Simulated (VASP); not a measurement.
Ga2SnAs2:

```xyz
5
Lattice="-2.2956 2.2956 5.3589 2.2956 -2.2956 5.3589 2.2956 2.2956 -5.3589" Properties=species:S:1:pos:R:3 pbc="T T T"
Ga    0.0000    0.0000    4.0192
Ga    0.0000    0.0000    6.6986
Sn    0.0000    0.0000    0.0000
As    0.0000    2.2956    2.6795
As    2.2956    0.0000    2.6795
```

The cell was built by a generator and needn't be a form met in nature.

- Program: VASP 6.6.1
- Task: relaxation of cell and atoms
- Functional: PBE
- Potentials or basis: VASP PAW PBE potentials, release 64 (Ga_d, Sn_d, As)
- Cutoff: 600 eV
- k mesh: 8 × 8 × 8
- Occupations: methfessel-paxton, width 0.1 eV
- Spin: no spin polarisation

At the start: pressure -0.7 GPa; volume 22.59 Å³/atom.

Question: Where does the relaxation end?

Answer: Over 20 steps the energy falls by 107.4 meV/atom and the volume is 21.97 Å³/atom (-2.7 %); space group I4/mmm (No. 139, to 0.05 Å).

The path:
```csv
step,energy change (eV),largest force (eV/Å),pressure (GPa),volume (Å³)
1,0.0000,0.4212,-0.67,112.96
2,-0.1133,0.0739,-0.28,111.36
3,-0.1505,0.3506,0.25,110.06
4,-0.1522,0.4825,0.37,109.76
5,-0.1930,0.4198,0.00,110.35
6,-0.3631,0.2230,-1.02,111.94
7,-0.5043,0.1258,-2.03,114.26
8,-0.5015,0.0046,-1.84,113.72
9,-0.5085,0.0382,-1.90,113.94
10,-0.5254,0.1052,-1.10,112.23
11,-0.5254,0.1098,-1.05,112.15
12,-0.5328,0.0953,-0.62,111.19
13,-0.5359,0.0846,-0.17,110.30
14,-0.5361,0.0816,-0.04,110.03
15,-0.5366,0.0431,0.06,109.94
16,-0.5368,0.0225,0.05,109.89
17,-0.5367,0.0198,0.12,109.80
18,-0.5368,0.0118,-0.01,109.86
19,-0.5368,0.0029,0.04,109.85
20,-0.5368,0.0076,0.03,109.86
```

Final structure:
```
Ga Sn As
1.0
    -2.49792    2.49792    4.40153
     2.49792   -2.49792    4.40153
     2.49792    2.49792   -4.40153
Ga Sn As
2 1 2
Direct
  0.35772 0.35772 0.00000
  0.64228 0.64228 0.00000
  0.00000 0.00000 0.00000
  0.75000 0.25000 0.50000
  0.25000 0.75000 0.50000
```
